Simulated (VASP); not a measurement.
Input:

```yaml
crystal:
  lattice:
    - [4.61336, 0.00000, 0.00000]
    - [0.00000, 4.61336, 0.00000]
    - [0.00000, 0.00000, 4.61336]
  atoms:
    - { symbol: Cs, position: [0.00000, 0.00000, 0.00000] }
    - { symbol: I, position: [0.50000, 0.50000, 0.50000] }
```

Calculation: r2SCAN meta-GGA, VASP's PBE PAW potentials (set 64) (plane waves; VASP). Settings: 520 eV cut-off, 7×7×7 Γ-centred mesh, tetrahedra with Blöchl corrections, potentials Cs_sv I.

Unless said otherwise, spin-orbit coupling is left out, though it shifts the bands of the heavy elements here.

**Question.** Give the energies of bands 6 to 11 at the high-symmetry points, in eV from the valence-band maximum.

**Answer.** 
| band | Γ | X | M | R |
|---|---|---|---|---|
| 6 | -0.09 | -1.48 | -0.85 | -1.25 |
| 7 | -0.09 | -0.22 | -0.85 | -1.25 |
| 8 | -0.09 | -0.22 | 0.00 | -1.25 |
| 9 | 4.49 | 5.67 | 4.76 | 7.64 |
| 10 | 4.66 | 7.01 | 5.50 | 7.64 |
| 11 | 4.66 | 7.21 | 6.66 | 7.64 |

The gap is indirect, 4.49 eV, from the valence maximum at M to the conduction minimum at Γ.

Measured: gap 6.20 eV (computed value off by -1.71 eV), as given by Aguado et al., (1998), arXiv:cond-mat/9809176.

The compound is CsI in the CsCl type structure. It was relaxed first.
